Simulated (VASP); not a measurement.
These are optB88-vdW, VASP's PBE PAW potentials (set 64) (plane waves; VASP) values and carry that method's errors.

The input files of a VASP run:

**INCAR**
```
SYSTEM=WS2
PREC=Accurate; ENCUT=480; LREAL=.FALSE.
LASPH=.TRUE.
EDIFF=1E-6; NELM=100; ALGO=Normal
LMAXMIX=6
ISMEAR=0; SIGMA=0.05
GGA=BO; LUSE_VDW=.TRUE.; AGGAC=0.0
PARAM1=0.1833333333; PARAM2=0.22
IBRION=2; NSW=60; ISIF=3
EDIFFG=-0.02
LWAVE=.FALSE.; LCHARG=.FALSE.
```

### KPOINTS
```
kpoints
0
Gamma
 7 7 2
0 0 0
```

**POSCAR**
```
WS2
1
    3.1935722364    -0.0000000000    -0.0000000000
   -1.5967861183     2.7657146627    -0.0000000000
    0.0000000000     0.0000000000    12.5148323341
W S
2 4
Direct
  0.6666670000   0.3333330000   0.7500000000
  0.3333330000   0.6666670000   0.2500000000
  0.6666670000   0.3333330000   0.3760984860
  0.3333330000   0.6666670000   0.8760984860
  0.3333330000   0.6666670000   0.6239015140
  0.6666670000   0.3333330000   0.1239015140
```

POTCAR, in this order: W_sv S (PBE.64 set). Program: vasp_std.

**Question.** Estimate the energy per atom (σ→0).

**Answer.** 
```json
{
  "energy per atom (σ→0)": "-5.781 eV/atom"
}
```

### OSZICAR
```
...
DAV:   9    -0.346855089731E+02   -0.21885E-02   -0.61583E-02  1293   0.130E+00    0.106E+00
DAV:  10    -0.346838643810E+02    0.16446E-02   -0.33023E-02  1259   0.109E+00    0.373E-01
DAV:  11    -0.346832983014E+02    0.56608E-03   -0.51966E-03  1208   0.430E-01    0.114E-01
DAV:  12    -0.346833044719E+02   -0.61705E-05   -0.21644E-04  1291   0.772E-02    0.791E-02
DAV:  13    -0.346832952558E+02    0.92161E-05   -0.69360E-05  1311   0.473E-02    0.299E-02
DAV:  14    -0.346832946416E+02    0.61416E-06   -0.14202E-05  1148   0.185E-02    0.161E-02
DAV:  15    -0.346832939856E+02    0.65606E-06   -0.21844E-06   922   0.969E-03
   1 F= -.34683294E+02 E0= -.34683294E+02  d E =-.346833E+02
```

The compound is WS2 in the 2H layered structure. It was relaxed first. The start is the result of an earlier pass.
